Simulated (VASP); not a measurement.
Method: r2SCAN+rVV10, VASP's PBE PAW potentials (set 64) (plane waves; VASP).

The input files of a VASP run:

KPOINTS:
```
Regular mesh
0
Gamma
 14 14 10
```

### POSCAR
```
TiAl
1
    2.8103428472     0.0000000000     0.0000000000
    0.0000000000     2.8103428472     0.0000000000
    0.0000000000     0.0000000000     4.0424838555
Al Ti
1 1
Direct
  0.5000000000   0.5000000000   0.5000000000
  0.0000000000   0.0000000000   0.0000000000
```

### INCAR
```
SYSTEM = TiAl
PREC = Accurate
ENCUT = 400
EDIFF = 1E-7
NELM = 100
ALGO = Normal
LREAL = .FALSE.
LASPH = .TRUE.
ISMEAR = -5
METAGGA = R2SCAN
LUSE_VDW = .TRUE.
BPARAM = 11.95
CPARAM = 0.0093
LMIXTAU = .TRUE.
LMAXMIX = 4
LWAVE = .FALSE.
LCHARG = .FALSE.
LORBIT = 11
NEDOS = 601
ISIF = 2
```

KPOINTS_OPT:
```
k-points along high-symmetry lines
6
Line-mode
Reciprocal
  0.000000   0.000000   0.000000 ! GAMMA
  0.000000   0.500000   0.000000 ! X

  0.000000   0.500000   0.000000 ! X
  0.500000   0.500000   0.000000 ! M

  0.500000   0.500000   0.000000 ! M
  0.000000   0.000000   0.000000 ! GAMMA

  0.000000   0.000000   0.000000 ! GAMMA
  0.000000   0.000000   0.500000 ! Z

  0.000000   0.000000   0.500000 ! Z
  0.000000   0.500000   0.500000 ! R

  0.000000   0.500000   0.500000 ! R
  0.500000   0.500000   0.500000 ! A

  0.500000   0.500000   0.500000 ! A
  0.000000   0.000000   0.500000 ! Z

  0.000000   0.500000   0.000000 ! X
  0.000000   0.500000   0.500000 ! R

  0.500000   0.500000   0.000000 ! M
  0.500000   0.500000   0.500000 ! A
```

POTCAR, in this order: Al Ti_sv (PBE.64 set). Program: vasp_std.

The run wrote:

### OSZICAR
```
       N       E                     dE             d eps       ncg     rms          rms(c)
DAV:   1     0.728472682089E+02    0.72847E+02   -0.67132E+03  4755   0.120E+03
DAV:   2    -0.191568007142E+02   -0.92004E+02   -0.89294E+02  4851   0.318E+02
DAV:   3    -0.246944393926E+02   -0.55376E+01   -0.53208E+01  7355   0.771E+01
DAV:   4    -0.249030991853E+02   -0.20866E+00   -0.20588E+00  6036   0.126E+01
DAV:   5    -0.249127971384E+02   -0.96980E-02   -0.96451E-02  7031   0.239E+00    0.116E+01
DAV:   6    -0.206251702201E+02    0.42876E+01   -0.15318E+01  6863   0.561E+01    0.311E+00
DAV:   7    -0.200510916752E+02    0.57408E+00   -0.17006E+00  5581   0.158E+01    0.192E+00
DAV:   8    -0.201648742565E+02   -0.11378E+00   -0.58613E-01  5765   0.639E+00    0.126E+00
DAV:   9    -0.202026449747E+02   -0.37771E-01   -0.51638E-02  5856   0.279E+00    0.656E-01
DAV:  10    -0.202037332035E+02   -0.10882E-02   -0.15457E-01  4905   0.474E+00    0.207E-01
DAV:  11    -0.202403843266E+02   -0.36651E-01   -0.27003E-02  4901   0.176E+00    0.857E-02
DAV:  12    -0.202409633973E+02   -0.57907E-03   -0.80461E-04  5845   0.333E-01    0.629E-02
DAV:  13    -0.202406505855E+02    0.31281E-03   -0.73448E-04  4884   0.367E-01    0.440E-02
DAV:  14    -0.202410735558E+02   -0.42297E-03   -0.42218E-04  4854   0.209E-01    0.123E-02
DAV:  15    -0.202410790659E+02   -0.55101E-05   -0.93704E-06  5698   0.360E-02    0.124E-02
DAV:  16    -0.202410790151E+02    0.50763E-07   -0.12660E-06  5342   0.135E-02    0.111E-02
DAV:  17    -0.202410704384E+02    0.85767E-05   -0.13980E-05  5324   0.224E-02    0.323E-03
DAV:  18    -0.202410700220E+02    0.41632E-06   -0.54415E-07  5530   0.769E-03    0.311E-03
DAV:  19    -0.202410724763E+02   -0.24542E-05   -0.40528E-07  4872   0.904E-03    0.176E-03
DAV:  20    -0.202410727040E+02   -0.22770E-06   -0.17263E-07  3584   0.465E-03    0.331E-04
DAV:  21    -0.202410731123E+02   -0.40830E-06   -0.28282E-08  2484   0.209E-03    0.322E-04
DAV:  22    -0.202410731705E+02   -0.58283E-07   -0.47219E-09  2466   0.831E-04
   1 F= -.20241073E+02 E0= -.20241073E+02  d E =0.000000E+00
       N       E                     dE             ncg
```

OUTCAR:
```
------------------------ aborting loop because EDIFF is reached ----------------------------------------
  FORCE on cell =-STRESS in cart. coord.  units (eV):
  Direction    XX          YY          ZZ          XY          YZ          ZX
  --------------------------------------------------------------------------------------
  Total       -0.0426880     -0.0426880      0.0916712      0.0000000      0.0000000      0.0000000
  in kB       -2.1421457     -2.1421457      4.6001980      0.0000000      0.0000000      0.0000000
  external PRESSURE =       0.1053022 kB  Pullay stress =       0.0000000 kB
  volume of cell :       31.93
      direct lattice vectors                 reciprocal lattice vectors
     2.810342847  0.000000000  0.000000000     0.355828472  0.000000000  0.000000000
     0.000000000  2.810342847  0.000000000     0.000000000  0.355828472  0.000000000
     0.000000000  0.000000000  4.042483855     0.000000000  0.000000000  0.247372664
 POSITION                                       TOTAL-FORCE (eV/Angst)
 -----------------------------------------------------------------------------------
      1.40517      1.40517      2.02124         0.000000      0.000000      0.000000
      0.00000      0.00000      0.00000         0.000000      0.000000      0.000000
 -----------------------------------------------------------------------------------
    total drift:                                0.000000     -0.000000     -0.000000
  FREE ENERGIE OF THE ION-ELECTRON SYSTEM (eV)
  ---------------------------------------------------
  free  energy   TOTEN  =       -20.2410731705 eV

  energy  without entropy=      -20.2410731705  energy(sigma->0) =      -20.24107317

 total charge

# of ion       s       p       d       tot
------------------------------------------
    1        0.413   0.444   0.000   0.857
    2        2.200   6.132   1.927  10.259
--------------------------------------------------
tot          2.613   6.576   1.927  11.117
```
(Selected blocks of OUTCAR.)

### OUTCAR
```
 val. band max:        8.4970970593   @ k =   0.1429   0.0714   0.2000

 cond. band min:       8.3110690171   @ k =   0.5000   0.5000   0.0000


 Fermi energy:         8.5052941662

 k-point     1 :       0.0000    0.0000    0.0000
  band No.  band energies     occupation
      1     -50.4150      2.00000
      2     -25.8030      2.00000
      3     -25.3044      2.00000
      4     -25.3044      2.00000
      5      -1.1663      2.00000
      6       6.4996      2.00000
      7       7.5169      2.00000
      8       8.0249      2.00000
      9      10.8972      0.00000
     10      10.8972      0.00000
     11      12.2524      0.00000

 k-point     2 :       0.0714    0.0000    0.0000
  band No.  band energies     occupation
      1     -50.4117      2.00000
      2     -25.7998      2.00000
      3     -25.3313      2.00000
      4     -25.3022      2.00000
      5      -1.0590      2.00000
      6       6.5860      2.00000
      7       7.5569      2.00000
      8       7.9415      2.00000
      9      10.9156      0.00000
     10      11.0022      0.00000
     11      12.1453      0.00000

 k-point     3 :       0.1429    0.0000    0.0000
  band No.  band energies     occupation
      1     -50.4026      2.00000
      2     -25.7909      2.00000
      3     -25.4060      2.00000
      4     -25.2959      2.00000
      5      -0.7406      2.00000
      6       6.8219      2.00000
      7       7.6407      2.00000
      8       7.7237      2.00000
      9      10.9668      0.00000
     10      11.2955      0.00000
     11      11.8651      0.00000

 k-point     4 :       0.2143    0.0000    0.0000
  band No.  band energies     occupation
      1     -50.3896      2.00000
      2     -25.7779      2.00000
      3     -25.5129      2.00000
      4     -25.2868      2.00000
      5      -0.2193      2.00000
      6       7.1308      2.00000
      7       7.4386      2.00000
      8       7.6309      2.00000
      9      11.0419      0.00000
...
```

For a metal the tetrahedron method with Blöchl corrections gives inexact stress and forces.

The structure comes from a measured TiAl entry (P4/mmm) of the Crystallography Open Database, whose conditions weren't checked. It was relaxed first. The electron count is odd and the run is not spin-polarised, which forces a metal.
